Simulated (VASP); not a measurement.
# Be4Cr (Im-3m) in VASP: reference runs

Reference runs on Be4Cr: the cell as given.

Everything below comes from runs of VASP 6.6.1. Logs are shortened: lines on timing, memory, paths and dates and some standing lists are left out, and cuts for length are marked.

## 1. Starting point

It takes space group Im-3m (No. 229, cubic). Conventional cell: a = 4.363 Å, b = 4.363 Å, c = 4.363 Å, α = 90.00°, β = 90.00°, γ = 90.00°. Around Be (site symmetry -3m) lie 2 Cr at 1.89 Å. Cr (site symmetry m-3m) has 8 Be at 1.89 Å as nearest neighbours.

The cell was built by a generator and needn't be a form met in nature.

## 2. Single point, PBE, collinear spin, ferromagnetic start

INCAR reads:

```
SYSTEM = Be4Cr
  ALGO = Normal
  EDIFF = 1E-7
  ENCUT = 520
  GGA = PE
  ISIF = 2
  ISMEAR = -1
  ISPIN = 2
  LASPH = .True.
  LCHARG = .False.
  LMAXMIX = 4
  LORBIT = 11
  LREAL = .False.
  LWAVE = .False.
  MAGMOM = 0 0 0 0 3
  NBANDS = 22
  NELM = 100
  PREC = Accurate
  SIGMA = 0.05
```

KPOINTS reads:

```
k-points
0
Gamma
  9 9 9
  0 0 0
```

POSCAR reads:

```
Be4Cr
1.0
   -2.1814546100      2.1814546100      2.1814546100
    2.1814546100     -2.1814546100      2.1814546100
    2.1814546100      2.1814546100     -2.1814546100
Be Cr
4 1
Direct
    0.0000000000      0.0000000000      0.5000000000
    0.0000000000      0.5000000000      0.0000000000
    0.5000000000      0.0000000000      0.0000000000
    0.5000000000      0.5000000000      0.5000000000
    0.0000000000      0.0000000000      0.0000000000
```

Potentials or basis: VASP PAW PBE potentials, release 64 (Be, Cr_pv).

On the command line:

```console
$ cat potpaw_PBE.64/Be/POTCAR potpaw_PBE.64/Cr_pv/POTCAR > POTCAR
$ mpirun -np 1 vasp_std > vasp.out
```

OUTCAR:

```text
SYSTEM = Be4Cr
   EDIFF = 1E-7
   ENCUT = 520
   GGA = PE
   ISIF = 2
   ISMEAR = -1
   ISPIN = 2
   LASPH = .True.
   LORBIT = 11
   LREAL = .False.
   NELM = 100
   PREC = Accurate

 ion  position               nearest neighbor table
   1  0.000  0.000  0.500-   5 1.89   5 1.89   4 2.18   2 2.18   3 2.18   2 2.18   3 2.18   4 2.18

   2  0.000  0.500  0.000-   5 1.89   5 1.89   4 2.18   1 2.18   3 2.18   1 2.18   4 2.18   3 2.18

   3  0.500  0.000  0.000-   5 1.89   5 1.89   4 2.18   1 2.18   4 2.18   2 2.18   1 2.18   2 2.18

   4  0.500  0.500  0.500-   5 1.89   5 1.89   3 2.18   1 2.18   3 2.18   2 2.18   1 2.18   2 2.18

   5  0.000  0.000  0.000-   1 1.89   2 1.89   3 1.89   4 1.89   1 1.89   2 1.89   3 1.89   4 1.89

  LATTYP: Found a body centered cubic cell.
 ALAT       =     4.3629092200

  Lattice vectors:

 A1 = (  -2.1814546100,   2.1814546100,   2.1814546100)
 A2 = (   2.1814546100,  -2.1814546100,   2.1814546100)
 A3 = (   2.1814546100,   2.1814546100,  -2.1814546100)

Analysis of symmetry for initial positions (statically):
=====================================================================
 Subroutine PRICEL returns:
 Original cell was already a primitive cell.

 Routine SETGRP: Setting up the symmetry group for a
 body centered cubic supercell.

 Subroutine GETGRP returns: Found 48 space group operations
 (whereof 48 operations were pure point group operations)
 out of a pool of 48 trial point group operations.

The static configuration has the point symmetry O_h .

Analysis of symmetry for dynamics (positions and initial velocities):
=====================================================================
 Subroutine PRICEL returns:
 Original cell was already a primitive cell.

 Routine SETGRP: Setting up the symmetry group for a
 body centered cubic supercell.

 Subroutine GETGRP returns: Found 48 space group operations
 (whereof 48 operations were pure point group operations)
 out of a pool of 48 trial point group operations.

The dynamic configuration has the point symmetry O_h .

Analysis of structural, dynamic, and magnetic symmetry:
=====================================================================
 Subroutine PRICEL returns:
 Original cell was already a primitive cell.

 Routine SETGRP: Setting up the symmetry group for a
 body centered cubic supercell.

 Subroutine GETGRP returns: Found 48 space group operations
 (whereof 48 operations were pure point group operations)
 out of a pool of 48 trial point group operations.

The overall configuration has the point symmetry O_h .

 Subroutine INISYM returns: Found 48 space group operations
 (whereof 48 operations are pure point group operations),
 and found     1 'primitive' translations

----------------------------------------------------------------------------------------

                                     Primitive cell

  volume of cell :      41.5239

  direct lattice vectors                    reciprocal lattice vectors
    -2.181454610  2.181454610  2.181454610     0.000000000  0.229204861  0.229204861
     2.181454610 -2.181454610  2.181454610     0.229204861  0.000000000  0.229204861
     2.181454610  2.181454610 -2.181454610     0.229204861  0.229204861  0.000000000

  length of vectors
     3.778390219  3.778390219  3.778390219     0.324144623  0.324144623  0.324144623

  position of ions in fractional coordinates (direct lattice)
     0.000000000  0.000000000  0.500000000
     0.000000000  0.500000000  0.000000000
     0.500000000  0.000000000  0.000000000
     0.500000000  0.500000000  0.500000000
     0.000000000  0.000000000  0.000000000

  ion indices of the primitive-cell ions
   primitive index   ion index
                 1           1
                 2           2
                 3           3
                 4           4
                 5           5

----------------------------------------------------------------------------------------

 KPOINTS: k-points

Automatic generation of k-mesh.
 Grid dimensions read from file:
 generate k-points for:    9    9    9

 Generating k-lattice:

  Cartesian coordinates                     Fractional coordinates (reciprocal lattice)
     0.000000000  0.025467207  0.025467207     0.111111111  0.000000000  0.000000000
     0.025467207  0.000000000  0.025467207     0.000000000  0.111111111  0.000000000
     0.025467207  0.025467207  0.000000000     0.000000000  0.000000000  0.111111111

  Length of vectors
     0.036016069  0.036016069  0.036016069

  Shift w.r.t. Gamma in fractional coordinates (k-lattice)
     0.000000000  0.000000000  0.000000000

 Subroutine IBZKPT returns following result:
 ===========================================

 Found     35 irreducible k-points:

 Following reciprocal coordinates:
            Coordinates               Weight
  0.000000  0.000000  0.000000      1.000000
  0.111111  0.000000  0.000000     12.000000
  0.222222  0.000000  0.000000     12.000000
  0.333333  0.000000  0.000000     12.000000
  0.444444  0.000000  0.000000     12.000000
  0.111111  0.111111  0.000000     24.000000
[... 16 lines left out ...]
 -0.333333  0.444444  0.111111     48.000000
 -0.444444 -0.444444  0.111111     24.000000
 [... further k-points ...]
   k-points           NKPTS =     35   k-points in BZ     NKDIM =     35   number of bands    NBANDS=     22
   number of dos      NEDOS =    301   number of ions     NIONS =      5
   total plane-waves  NPLWV =  21952
   dimension x,y,z NGX =    28 NGY =   28 NGZ =   28
   dimension x,y,z NGXF=    56 NGYF=   56 NGZF=   56
   ions per type =               4   1
   NGX,Y,Z   is equivalent  to a cutoff of  12.32, 12.32, 12.32 a.u.
   NGXF,Y,Z  is equivalent  to a cutoff of  24.64, 24.64, 24.64 a.u.
 SYSTEM =  Be4Cr
   PREC   = accura    normal or accurate (medium, high low for compatibility)
   ISTART =      0    job   : 0-new  1-cont  2-samecut
   ICHARG =      2    charge: 1-file 2-atom 10-const
   ISPIN  =      2    spin polarized calculation?
   LNONCOLLINEAR =      F non collinear calculations
   LSORBIT =      F    spin-orbit coupling
   LASPH  =      T    aspherical Exc in radial PAW
   ENCUT  =  520.0 eV  38.22 Ry    6.18 a.u.   7.03  7.03  7.03*2*pi/ulx,y,z
   NELM   =    100;   NELMIN=  2; NELMDL= -5     # of ELM steps
   EDIFF  = 0.1E-06   stopping-criterion for ELM
   LREAL  =      F    real-space projection
   EDIFFG = 0.1E-05   stopping-criterion for IOM
   NSW    =      0    number of steps for IOM
   IBRION =     -1    ionic relax: 0-MD 1-quasi-New 2-CG
   NFREE  =      0    steps in history (QN), initial steepest desc. (CG)
   ISIF   =      2    stress and relaxation
   ISYM   =      2    0-nonsym 1-usesym 2-fastsym
   POTIM  = 0.5000    time-step for ionic-motion
   TEBEG  =    0.0;   TEEND  =   0.0 temperature during run
   PSTRESS=    0.0 pullay stress
   NELECT =      20.0000    total number of electrons
   NUPDOWN=      -1.0000    fix difference up-down
   EMIN   =  10.00;   EMAX   =-10.00  energy-range for DOS
   EFERMI =   0.00;   METHOD = LEGACY
   ISMEAR =    -1;   SIGMA  =   0.05  broadening in eV -4-tet -1-fermi 0-gaus
   EFERMI_NEDOS =   21; number of points for ismear=-14 and -15
   IALGO  =     38    algorithm
   IMIX   =      4    mixing-type and parameters
     AMIX     =   0.40;   BMIX     =  1.00
     AMIX_MAG =   1.60;   BMIX_MAG =  1.00
  volume/ion in A,a.u.               =       8.30        56.04
  Fermi-wavevector in a.u.,A,eV,Ry     =   1.283272  2.425032 22.405891  1.646787
  Thomas-Fermi vector in A             =   2.415534
   LORBIT       =     11    0 simple, 1 ext, 2 COOP (PROOUT), +10 PAW based schemes
   GGA     = PE    functional components
   LHFCALC =     F    Hartree Fock is set to
   AEXX    =    0.0000 exact exchange contribution
   IVDW    =     0    specifies the selected vdW correction
   LEPSILON=     F    determine dielectric tensor
   LRPA    =     F    only Hartree local field effects (RPA)
 spin polarized calculation
  energy-cutoff  :      520.00
  volume of cell :       41.52
 maximum number of plane-waves:      1136
   NGX = 13   NGY = 13   NGZ = 13

 number of electron      20.0000014 magnetization       0.0771527

 Free energy of the ion-electron system (eV)
  ---------------------------------------------------
  ext. energy  EPLUGINS =         0.00000000
  ---------------------------------------------------
  free energy    TOTEN  =       -14.45943613 eV

  energy without entropy =      -14.42825398  energy(sigma->0) =      -14.44384505

 E-fermi :   7.1286     XC(G=0): -11.3375

 val. band max:        7.1260241940   @ k =  -0.4444  -0.4444   0.3333
 cond. band min:       7.1294725191   @ k =   0.2222   0.1111  -0.0000
 fundamental gap:      0.0034483251
 Fermi energy:         7.1285802371

 spin component 1

 k-point     1 :       0.0000    0.0000    0.0000
  band No.  band energies     occupation
      1     -33.8407      1.00000
      2     -33.8407      1.00000
      3     -33.8407      1.00000
      4      -1.9266      1.00000
      5       6.4181      1.00000
      6       6.4181      1.00000
[... 574 lines left out ...]
      6       3.5518      1.00000
[... 14 lines left out ...]
     21      21.0983      0.00000
     22      22.1717      0.00000

 [... further k-points ...]

 spin component 2

 k-point     1 :       0.0000    0.0000    0.0000
  band No.  band energies     occupation
      1     -33.7872      1.00000
      2     -33.7872      1.00000
      3     -33.7872      1.00000
      4      -1.9151      1.00000
      5       6.4467      1.00000
      6       6.4468      1.00000
[... 574 lines left out ...]
      6       3.5724      1.00000
[... 14 lines left out ...]
     21      21.1091      0.00000
     22      22.1870      0.00000

 [... further k-points ...]
[... 5 lines left out ...]
  --------------------------------------------------------------------------------------
  -------------------------------------------------------------------------------------
  Total       17.9686732     17.9686732     17.9686732     -0.0000000     -0.0000000     -0.0000000
  in kB      693.3109480    693.3109480    693.3109480     -0.0000000     -0.0000000     -0.0000000
  external PRESSURE =     693.3109480 kB  Pullay stress =       0.0000000 kB

 VOLUME and BASIS-vectors are now :
 -----------------------------------------------------------------------------
  energy-cutoff  :      520.00
  volume of cell :       41.52
      direct lattice vectors                 reciprocal lattice vectors
    -2.181454610  2.181454610  2.181454610     0.000000000  0.229204861  0.229204861
     2.181454610 -2.181454610  2.181454610     0.229204861  0.000000000  0.229204861
     2.181454610  2.181454610 -2.181454610     0.229204861  0.229204861  0.000000000

 POSITION                                       TOTAL-FORCE (eV/Angst)
 -----------------------------------------------------------------------------------
      1.09073      1.09073     -1.09073        -0.000000      0.000000      0.000000
      1.09073     -1.09073      1.09073         0.000000      0.000000     -0.000000
     -1.09073      1.09073      1.09073        -0.000000     -0.000000     -0.000000
      1.09073      1.09073      1.09073         0.000000     -0.000000      0.000000
      0.00000      0.00000      0.00000         0.000000     -0.000000     -0.000000
 -----------------------------------------------------------------------------------
    total drift:                               -0.000000     -0.000000     -0.000000

  FREE ENERGIE OF THE ION-ELECTRON SYSTEM (eV)
  ---------------------------------------------------
  free  energy   TOTEN  =       -14.4594361278 eV

  energy  without entropy=      -14.4282539784  energy(sigma->0) =      -14.44384505

 total charge

# of ion       s       p       d       tot
------------------------------------------
    1        0.564   0.818   0.000   1.381
    2        0.564   0.818   0.000   1.381
    3        0.564   0.818   0.000   1.381
    4        0.564   0.818   0.000   1.381
    5        0.629   6.327   5.388  12.344
--------------------------------------------------
tot          2.883   9.598   5.388  17.870

 magnetization (x)

# of ion       s       p       d       tot
------------------------------------------
    1        0.001   0.002   0.000   0.002
    2        0.001   0.002   0.000   0.002
    3        0.001   0.002   0.000   0.002
    4        0.001   0.002   0.000   0.002
    5        0.000   0.003   0.060   0.063
--------------------------------------------------
tot          0.004   0.010   0.060   0.073
```

It took 81 s on 1 thread of Intel Xeon Platinum 8375C at 2.90GHz (Ice Lake), shared host; peak memory 0.19 GiB.

Results:

| Property | Result |
| --- | --- |
| Free energy | -14.4594 eV |
| Pressure | 69.3 GPa |
| Band gap on the k mesh | none (metal or under the smearing width) |
| Net moment | 0.08 μB per cell |
| Site moments | Be +0.00; Cr +0.06 μB |
| Valence electrons inside the program's atomic spheres | Be 1.38; Cr 12.34 |

Levels at points of the mesh, in eV from the Fermi level:
Spin up:
| k point | band 8 | band 9 | band 10 | band 11 | band 12 | band 13 |
| --- | --- | --- | --- | --- | --- | --- |
| (0.00, 0.00, 0.00) | 0.25 | 0.25 | 1.03 | 1.03 | 1.03 | 1.36 |
Spin down:
```csv
k point,band 8,band 9,band 10,band 11,band 12,band 13
"(0.00, 0.00, 0.00)",0.31,0.31,1.03,1.03,1.03,1.38
```

Caveat: a pressure of tens of GPa on the cell as given is suspect, and the run, the potentials or the cell itself is likely at fault.
